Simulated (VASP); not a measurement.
All values below come from PBE GGA, VASP's PBE PAW potentials (set 64) (plane waves; VASP).

Input for VASP

KPOINTS:
```
kpoints
0
G
2 2 1
0 0 0
```

### INCAR
```
# general
SYSTEM  = Hf
PREC    = Accurate
ENCUT   = 400   # plane-wave cut-off (eV)
LREAL   = .FALSE.
LASPH   = .TRUE.   # aspherical one-centre terms

# electronic loop
EDIFF   = 1E-6
NELM    = 100   # most electronic steps
ALGO    = Normal   # blocked Davidson
LMAXMIX = 6

# smearing
ISMEAR  = 1   # Methfessel-Paxton
SIGMA   = 0.1   # width (eV)

# functional
GGA     = PE

# ions
ISIF    = 2

# output
LWAVE   = .FALSE.
LCHARG  = .FALSE.
```

POSCAR:
```
Hf
1
    1.6269000000    -2.8178730000     0.0000000000
    1.6269000000     2.8178730000     0.0000000000
    0.0000000000     0.0000000000     5.1510000000
Hf
2
Direct
  0.3333330000   0.6666670000   0.2500000000
  0.6666670000   0.3333330000   0.7500000000
```

POTCAR, in this order: Hf_pv (PBE.64 set). Program: vasp_std.

What VASP printed:

### OSZICAR
```
       N       E                     dE             d eps       ncg     rms          rms(c)
DAV:   1     0.420827049425E+02    0.42083E+02   -0.10161E+04    56   0.112E+03
DAV:   2    -0.192652549962E+02   -0.61348E+02   -0.59530E+02    62   0.243E+02
DAV:   3    -0.216017119365E+02   -0.23365E+01   -0.23276E+01    74   0.331E+01
DAV:   4    -0.216289130444E+02   -0.27201E-01   -0.27442E-01    80   0.407E+00
DAV:   5    -0.216292205854E+02   -0.30754E-03   -0.30747E-03    88   0.358E-01    0.786E+01
DAV:   6    -0.208792969675E+02    0.74992E+00   -0.68458E-01    80   0.644E+00    0.484E+01
DAV:   7    -0.206236315069E+02    0.25567E+00   -0.15729E+00    56   0.878E+00    0.715E+00
DAV:   8    -0.206023732940E+02    0.21258E-01   -0.54451E-02    80   0.189E+00    0.319E+00
DAV:   9    -0.205948364659E+02    0.75368E-02   -0.32346E-02    80   0.142E+00    0.226E+00
DAV:  10    -0.205946387084E+02    0.19776E-03   -0.76079E-04    80   0.221E-01    0.482E-01
DAV:  11    -0.205946348472E+02    0.38613E-05   -0.16826E-05    74   0.406E-02    0.755E-02
DAV:  12    -0.205946374465E+02   -0.25993E-05   -0.18139E-06    72   0.108E-02    0.282E-02
DAV:  13    -0.205946373212E+02    0.12530E-06   -0.43295E-08    58   0.181E-03
   1 F= -.20594637E+02 E0= -.20587967E+02  d E =-.200100E-01
```

File OUTCAR:
```
------------------------ aborting loop because EDIFF is reached ----------------------------------------
  FORCE on cell =-STRESS in cart. coord.  units (eV):
  Direction    XX          YY          ZZ          XY          YZ          ZX
  --------------------------------------------------------------------------------------
  Total       -2.0896925     -2.0896918     -0.5827685      0.0000000      0.0000000      0.0000000
  in kB      -70.8906810    -70.8906579    -19.7698250      0.0000000      0.0000000      0.0000000
  external PRESSURE =     -53.8503880 kB  Pullay stress =       0.0000000 kB
  volume of cell :       47.23
      direct lattice vectors                 reciprocal lattice vectors
     1.626900000 -2.817873000  0.000000000     0.307332965 -0.177438799  0.000000000
     1.626900000  2.817873000  0.000000000     0.307332965  0.177438799  0.000000000
     0.000000000  0.000000000  5.151000000     0.000000000  0.000000000  0.194137061
 POSITION                                       TOTAL-FORCE (eV/Angst)
 -----------------------------------------------------------------------------------
      1.62690      0.93929      1.28775        -0.000000      0.000000      0.000000
      1.62690     -0.93929      3.86325         0.000000     -0.000000      0.000000
 -----------------------------------------------------------------------------------
    total drift:                                0.000000      0.000193     -0.000013
  FREE ENERGIE OF THE ION-ELECTRON SYSTEM (eV)
  ---------------------------------------------------
  free  energy   TOTEN  =       -20.5946373212 eV

  energy  without entropy=      -20.5746272790  energy(sigma->0) =      -20.58796731
```
(Selected blocks of OUTCAR.)

OUTCAR:
```
 val. band max:        5.0777136818   @ k =   0.0000   0.0000   0.0000

 cond. band min:       5.3080116655   @ k =   0.5000   0.0000   0.0000


 Fermi energy:         5.2668133733

 k-point     1 :       0.0000    0.0000    0.0000
  band No.  band energies     occupation
      1     -26.7021      2.00000
      2     -26.2671      2.00000
      3     -26.2671      2.00000
      4     -26.1622      2.00000
      5     -26.1622      2.00000
      6     -25.9929      2.00000
      7      -2.6561      2.00000
      8       0.8806      2.00000
      9       5.0777      2.02237
     10       5.5402     -0.00076
     11       5.5402     -0.00076
     12       5.8972     -0.00000
     13       6.2731     -0.00000
     14       6.2731     -0.00000

 k-point     2 :       0.5000    0.0000    0.0000
  band No.  band energies     occupation
      1     -26.7288      2.00000
      2     -26.6126      2.00000
      3     -26.4099      2.00000
      4     -26.4031      2.00000
      5     -26.2369      2.00000
      6     -26.1730      2.00000
      7       1.2097      2.00000
      8       1.8934      2.00000
      9       2.4983      2.00000
     10       3.6514      2.00000
     11       5.3080      0.36399
     12       5.3136      0.29573
     13       6.0399     -0.00000
     14       9.8499      0.00000
```

Unless said otherwise, spin-orbit coupling is left out, though it shifts the bands of the heavy elements here.

The compound is Hf in the hcp structure. The cell was not relaxed at this level. The k-mesh is coarse (spacing up to 1.22 per Å, 2π included), so the numbers may not be converged in it. The run is one of a series of settings (KPOINTS 2×2×1 Γ-centred mesh against the base run), some of them coarse on purpose.
